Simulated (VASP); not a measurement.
```
CELL_PARAMETERS angstrom
      4.60760     0.00000     0.00000
      0.00000     4.60760     0.00000
      0.00000     0.00000     4.60760
ATOMIC_POSITIONS crystal
  Rb 0.00000 0.00000 0.00000
```

Computed with PBEsol GGA, VASP's PBE PAW potentials (set 64) (plane waves; VASP). Settings: 400 eV cut-off, 7×7×7 Γ-centred mesh, first-order Methfessel-Paxton smearing of 0.10 eV, potentials Rb_sv.

Energy and stress use the plane-wave basis of the starting cell.

**Question.** The ions, cell shape and volume are relaxed. What does this cell relax into?

**Answer.** 
```
CELL_PARAMETERS angstrom
      4.53814     0.00000     0.00000
      0.00000     4.53814     0.00000
      0.00000     0.00000     4.53814
ATOMIC_POSITIONS crystal
  Rb 0.00000 0.00000 0.00000
```
Space group Pm-3m (221), at a tolerance of 0.03 Å.

**Question.** How do energy and volume change from the first to the last step?

**Answer.** The energy (σ→0) changes by -1.4 meV/atom and the volume by -4.5 %, in 4 ionic steps.

The structure was generated: Rb was put into the simple-cubic type (Pm-3m), which need not be its known phase. This run relaxes it. Symmetry was kept, so distortions that lower it aren't found.
